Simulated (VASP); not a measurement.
# GaN: input slips in a band-gap run and what they do, part 2 of 2

Some runs for the gap of GaN get a fault in the input on purpose. Which of them show, and how? The starting structure is a measured crystal structure from the Crystallography Open Database. The atoms were first relaxed with LDA in that cell, in a run that isn't shown, and the relaxed structure is the one below.

VASP 6.6.1.

Results so far: reference 1.867 eV.

### Step 5. Bands with one electron missing

Level of this step: LDA; plane waves and PAW (Ga_d, N) (VASP).

A slip made on purpose: one electron missing. Against step 2 the input has NELECT = 35 (also changed: NELM).

Contents of INCAR:

```
SYSTEM = GaN
PREC = Accurate
ENCUT = 460
EDIFF = 1E-06
NELM = 60
ISMEAR = 0
SIGMA = 0.03
LREAL = .FALSE.
ALGO = Normal
GGA = CA
NBANDS = 32
LORBIT = 11
LWAVE = .FALSE.
LCHARG = .FALSE.
KPAR = 8
LASPH = .TRUE.
NELECT = 35
```

Contents of POSCAR:

```
GaN
1.0
    3.1972000000      0.0000000000      0.0000000000
   -1.5986000000      2.7688564210      0.0000000000
    0.0000000000      0.0000000000      5.2070000000
Ga N
2 2
Direct
    0.3333333333      0.6666666667      0.0916875968
    0.6666666667      0.3333333333      0.5916875968
    0.3333333333      0.6666666667      0.4683124032
    0.6666666667      0.3333333333      0.9683124032
```

Contents of KPOINTS:

```
Automatic mesh
0
Gamma
8 8 4
0 0 0
```

Contents of KPOINTS_OPT:

```
Line mode
10
Line-mode
Reciprocal
  0.00000000   0.00000000   0.00000000 GAMMA
  0.50000000   0.00000000   0.00000000 M

  0.50000000   0.00000000   0.00000000 M
  0.33333333   0.33333333   0.00000000 K

  0.33333333   0.33333333   0.00000000 K
  0.00000000   0.00000000   0.00000000 GAMMA

  0.00000000   0.00000000   0.00000000 GAMMA
  0.00000000   0.00000000   0.50000000 A

  0.00000000   0.00000000   0.50000000 A
  0.50000000   0.00000000   0.50000000 L

  0.50000000   0.00000000   0.50000000 L
  0.33333333   0.33333333   0.50000000 H

  0.33333333   0.33333333   0.50000000 H
  0.00000000   0.00000000   0.50000000 A

  0.50000000   0.00000000   0.50000000 L
  0.50000000   0.00000000   0.00000000 M

  0.33333333   0.33333333   0.00000000 K
  0.33333333   0.33333333   0.50000000 H
```

Potentials, in the order of the species: Ga_d and N (LDA family, release 64).

Command:

```console
> mpirun -np 8 vasp_std
```

Log:

```text
[... set-up lines as in an earlier step ...]
 entering main loop
       N       E                     dE             d eps       ncg     rms          rms(c)
DAV:   1     0.263164102755E+03    0.26316E+03   -0.14048E+04  2384   0.181E+03
DAV:   2     0.279693541680E+01   -0.26037E+03   -0.23822E+03  1944   0.452E+02
DAV:   3    -0.328693760519E+02   -0.35666E+02   -0.34718E+02  2280   0.116E+02
DAV:   4    -0.338760853164E+02   -0.10067E+01   -0.10044E+01  2192   0.219E+01
DAV:   5    -0.338907742837E+02   -0.14689E-01   -0.14688E-01  2328   0.267E+00BRMIX: very serious problems
 the old and the new charge density differ
 old charge density:    36.00000 new   35.00000
BRMIX: very serious problems
 the old and the new charge density differ
 old charge density:    36.00000 new   35.00000
BRMIX: very serious problems
 the old and the new charge density differ
 old charge density:    36.00000 new   35.00000
BRMIX: very serious problems
 the old and the new charge density differ
 old charge density:    36.00000 new   35.00000
BRMIX: very serious problems
 the old and the new charge density differ
[...]
1 F= -.32021318E+02 E0= -.32020687E+02  d E =-.126157E-02
 Start KPOINTS_OPT (optional k-point list driver)
k-point batch [1-30\90]
       N       E                     dE             ncg
DAV:   1     0.283405694169E+04   -0.24438E+05     2384
DAV:   2    -0.471091996116E+04   -0.75450E+04     1992
DAV:   3    -0.573981956394E+04   -0.10289E+04     2240
DAV:   4    -0.576984374352E+04   -0.30024E+02     2192
DAV:   5    -0.577025044216E+04   -0.40670E+00     2304
DAV:   6    -0.577026832426E+04   -0.17882E-01     2680
DAV:   7    -0.577026869445E+04   -0.37019E-03     2488
DAV:   8    -0.577026869697E+04   -0.25251E-05     1688
DAV:   9    -0.577026869719E+04   -0.21484E-06     1576
[...]
k-point batch [61-90\90]
       N       E                     dE             ncg
DAV:   1     0.295076271935E+04   -0.33110E+05     2360
DAV:   2    -0.471486975799E+04   -0.76656E+04     1960
DAV:   3    -0.579499841446E+04   -0.10801E+04     2240
DAV:   4    -0.582842994500E+04   -0.33432E+02     2256
DAV:   5    -0.582887453483E+04   -0.44459E+00     2248
DAV:   6    -0.582889192118E+04   -0.17386E-01     2760
DAV:   7    -0.582889240055E+04   -0.47936E-03     2416
DAV:   8    -0.582889240245E+04   -0.19018E-05     1848
DAV:   9    -0.582889240264E+04   -0.18859E-06     1432
```

Wall time 7.8 s (8 MPI ranks of Intel Xeon Platinum 8488C (Sapphire Rapids), shared host); peak memory 1.4 GiB.

From OUTCAR (step 5):

```text
  Total      -12.2801152    -12.2801152    -12.2770818      0.0000000      0.0000000      0.0000000
  in kB     -426.8302639   -426.8302639   -426.7248301      0.0000000      0.0000000      0.0000000
  external PRESSURE =    -426.7951193 kB  Pullay stress =       0.0000000 kB

 POSITION                                       TOTAL-FORCE (eV/Angst)
 -----------------------------------------------------------------------------------
     -0.00000      1.84590      0.47742         0.000000     -0.000000      0.130637
      1.59860      0.92295      3.08092        -0.000000      0.000000      0.130637
     -0.00000      1.84590      2.43850         0.000000      0.000000     -0.130637
      1.59860      0.92295      5.04200        -0.000000      0.000000     -0.130637
 -----------------------------------------------------------------------------------
    total drift:                               -0.000000      0.000000      0.001198

  FREE ENERGIE OF THE ION-ELECTRON SYSTEM (eV)
  ---------------------------------------------------
  free  energy   TOTEN  =       -32.0213179042 eV

  energy  without entropy=      -32.0200563340  energy(sigma->0) =      -32.02068712

[... 2 parts as in an earlier step ...]

[... 1 further part left out ...]
[key lines of the parts left out:]
E-fermi :   3.6059
```

With one electron missing there is no gap to read, since by its occupations the run counts as a metal (its levels may still leave one).

### Step 6. Bands with a wide metal-type smearing

A slip made on purpose: a wide metal-type smearing. Against step 2 the input has ISMEAR = 1 and SIGMA = 1 (also changed: NELM).

Edit INCAR of step 5 so:

```diff
@@ -5,4 +5,4 @@
 NELM = 60
-ISMEAR = 0
-SIGMA = 0.03
+ISMEAR = 1
+SIGMA = 1
 LREAL = .FALSE.
@@ -16,2 +16 @@
 LASPH = .TRUE.
-NELECT = 35
```

POSCAR is that of step 5.

KPOINTS is that of step 5.

KPOINTS_OPT is that of step 5.

Command:

```console
> mpirun -np 8 vasp_std
```

Log:

```text
[... set-up lines as in an earlier step ...]
 entering main loop
       N       E                     dE             d eps       ncg     rms          rms(c)
DAV:   1     0.281515615802E+03    0.28152E+03   -0.14976E+04  2384   0.191E+03
DAV:   2     0.703667335515E+01   -0.27448E+03   -0.25112E+03  1944   0.468E+02
DAV:   3    -0.307271521179E+02   -0.37764E+02   -0.37220E+02  2280   0.121E+02
DAV:   4    -0.317881184855E+02   -0.10610E+01   -0.10597E+01  2192   0.227E+01
[...]
DAV:  15    -0.278316830132E+02    0.42576E-05   -0.58607E-06  2168   0.154E-02    0.348E-02
DAV:  16    -0.278316815081E+02    0.15051E-05   -0.14974E-06  1656   0.689E-03    0.222E-02
DAV:  17    -0.278316806189E+02    0.88917E-06   -0.15501E-06  1640   0.769E-03
   1 F= -.27831681E+02 E0= -.27877267E+02  d E =0.136758E+00
 Start KPOINTS_OPT (optional k-point list driver)
k-point batch [1-30\90]
       N       E                     dE             ncg
DAV:   1     0.374186168159E+04   -0.24813E+05     2384
DAV:   2    -0.427046723914E+04   -0.80123E+04     1984
DAV:   3    -0.537549444039E+04   -0.11050E+04     2224
DAV:   4    -0.540711165180E+04   -0.31617E+02     2200
DAV:   5    -0.540753539492E+04   -0.42374E+00     2280
DAV:   6    -0.540755311633E+04   -0.17721E-01     2688
DAV:   7    -0.540755352182E+04   -0.40549E-03     2440
DAV:   8    -0.540755352435E+04   -0.25285E-05     1784
DAV:   9    -0.540755352455E+04   -0.20094E-06     1528
[...]
k-point batch [61-90\90]
       N       E                     dE             ncg
DAV:   1     0.381968865087E+04   -0.33853E+05     2360
DAV:   2    -0.430415542550E+04   -0.81238E+04     1952
DAV:   3    -0.545587186273E+04   -0.11517E+04     2240
DAV:   4    -0.549011280063E+04   -0.34241E+02     2280
DAV:   5    -0.549056407254E+04   -0.45127E+00     2216
DAV:   6    -0.549058215330E+04   -0.18081E-01     2760
DAV:   7    -0.549058267860E+04   -0.52530E-03     2424
DAV:   8    -0.549058268137E+04   -0.27700E-05     1968
DAV:   9    -0.549058268156E+04   -0.19466E-06     1440
```

Wall time 8.4 s (8 MPI ranks); peak memory 1.5 GiB; 61 s of CPU time.

Parts of OUTCAR (step 6):

```text
  Total       -2.2966837     -2.2966837     -2.1472789      0.0000000      0.0000000     -0.0000000
  in kB      -79.8277610    -79.8277610    -74.6347754      0.0000000      0.0000000     -0.0000000
  external PRESSURE =     -78.0967658 kB  Pullay stress =       0.0000000 kB

 POSITION                                       TOTAL-FORCE (eV/Angst)
 -----------------------------------------------------------------------------------
     -0.00000      1.84590      0.47742         0.000000     -0.000000      0.012552
      1.59860      0.92295      3.08092        -0.000000     -0.000000      0.012552
     -0.00000      1.84590      2.43850        -0.000000     -0.000000     -0.012552
      1.59860      0.92295      5.04200         0.000000      0.000000     -0.012552
 -----------------------------------------------------------------------------------
    total drift:                               -0.000000      0.000000      0.001200

  FREE ENERGIE OF THE ION-ELECTRON SYSTEM (eV)
  ---------------------------------------------------
  free  energy   TOTEN  =       -27.8316806189 eV

  energy  without entropy=      -27.9684383424  energy(sigma->0) =      -27.87726653

[... 2 parts as in an earlier step ...]

[... 1 further part left out ...]
[key lines of the parts left out:]
E-fermi :   5.0553
```

With a wide metal-type smearing the gap is 1.873 eV, +0.006 eV from the reference.

### Step 7. All runs side by side

| run | ended | gap (eV) | change (eV) | core minutes |
| --- | --- | --- | --- | --- |
| reference | converged | 1.867 | - | 1.25 |
| no empty bands | converged | - | - | 0.4 |
| a fixed density without a density file | stopped by VASP | - | - | 0.907 |
| one electron missing | converged | none | - | 1.04 |
| a wide metal-type smearing | converged | 1.873 | 0.006 | 1.12 |

Core minutes are wall time times ranks of the run shown, on a shared host.

### Step 8. What came out

| Property | Result |
| --- | --- |
| reference gap | 1.867 eV |
| gap with one electron missing | none to read from the occupations |
| gap with a wide metal-type smearing | 1.873 eV |
| run with no empty bands | converged |
| run with a fixed density without a density file | stopped by VASP |

VASP stopped by itself in the run with a fixed density without a density file. The run without empty bands converged, and still can't show a gap. Finished, but with signs in the output that stand out against the reference: one electron missing, with no gap to read, since by its occupations the run counts as a metal (its levels may still leave one) (signs: a warning on the charge density, a stress of up to 42.7 GPa and forces of up to 0.13 eV/Å); a wide metal-type smearing, with the gap changed by +0.01 eV (signs: a large entropy term in the energy). Further runs on this material are not shown.

[Lines on the potential files, build, host, timing and source positions are cut from VASP's logs without a mark.]

[Logs are printed without paths, hosts, clocks, repeated set-up lines and the standing remarks that a program may print on its own settings, such as how far it seeks lower states.]

[Hosts, paths, dates, database ids (printed as entryN), source tags and the programs' standing remarks are cut or masked in the printed files.]
